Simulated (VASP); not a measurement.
These are PBE GGA, VASP's PBE PAW potentials (set 64) (plane waves; VASP) values and carry that method's errors.

VASP ran on this input.

### INCAR
```
! general
SYSTEM   =  CdF2
PREC     =  Accurate
ENCUT    =  520   ! plane-wave cut-off (eV)
LREAL    =  F   ! projection in real space or not
LASPH    =  T

! electronic loop
EDIFF    =  1E-6
NELM     =  100   ! most electronic steps
ALGO     =  Normal   ! blocked Davidson
LMAXMIX  =  4   ! l cut-off of mixed one-centre charges

! smearing
ISMEAR   =  0   ! Gaussian
SIGMA    =  0.05

! functional
GGA      =  PE   ! PBE

! ions
ISIF     =  2   ! forces and stress, cell fixed

! output
LWAVE    =  F
LCHARG   =  F
```

**KPOINTS**
```
Automatic mesh
0
Gamma
11 11 11
0 0 0
```

POSCAR:
```
CdF2
5.3572940
  0.0000000000   0.4965796165   0.4993509783
  0.5000000000   0.0000000000   0.4993509783
  0.5000000000   0.4965796165   0.0000000000
Cd F
1 2
Cartesian
  0.0000000000   0.0000000000   0.0000000000
  0.2500000000   0.2482898083   0.2496754892
  0.7543350000   0.7448694248   0.7490264675
```

POTCAR, in this order: Cd F (PBE.64 set). Program: vasp_std.

Task: What will the output report for the number of irreducible k-points (NKPTS), number of bands (NBANDS), largest plane-wave count, number of space-group operations, FFT grid (NGX, NGY, NGZ)?

Result: 
| Property | Value |
|---|---|
| number of irreducible k-points (NKPTS) | 366 |
| number of bands (NBANDS) | 17 |
| largest plane-wave count | 1038 |
| number of space-group operations | 2 |
| FFT grid (NGX, NGY, NGZ) | 28 × 28 × 28 |

The compound is CdF2 in the fluorite structure. The cell was not relaxed at this level, atoms are displaced from their ideal sites. The run is one of a series of settings (KPOINTS 11×11×11 Γ-centred mesh against the base run), some of them coarse on purpose.
